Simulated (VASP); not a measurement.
A cell of SiC (zinc blende) near equilibrium:

```yaml
crystal:
  lattice:
    - [0.00000, 2.17758, 2.17758]
    - [2.17758, 0.00000, 2.17758]
    - [2.17758, 2.17758, 0.00000]
  atoms:
    - { symbol: Si, position: [0.00000, 0.00000, 0.00000] }
    - { symbol: C, position: [0.25000, 0.25000, 0.25000] }
```

Calculation: r2SCAN meta-GGA, VASP's PBE PAW potentials (set 64) (plane waves; VASP).

```json
[
 {"run": "as it is", "ΔE (meV/atom)": "0.0", "σxx": "-0.17", "σyy": "-0.17", "σzz": "-0.17", "largest shear component, with its sign (GPa)": "0.00", "gap (eV)": "1.72"},
 {"run": "after one change", "ΔE (meV/atom)": "64.8", "σxx": "24.54", "σyy": "24.54", "σzz": "24.54", "largest shear component, with its sign (GPa)": "0.00", "gap (eV)": "1.66"}
]
```
Stress is in GPa, positive when the cell is compressed; gaps are those on the k-mesh, and 0.00 means metallic.

Task: What was changed between the two runs?
A) isotropic strain of +1.5 %
B) uniaxial strain of -1.5 % along y
C) shear strain γ_xz = -2.0 %
D) isotropic strain of -3.0 %

Result: D, isotropic strain of -3.0 %

The compound is SiC in the zinc blende structure.
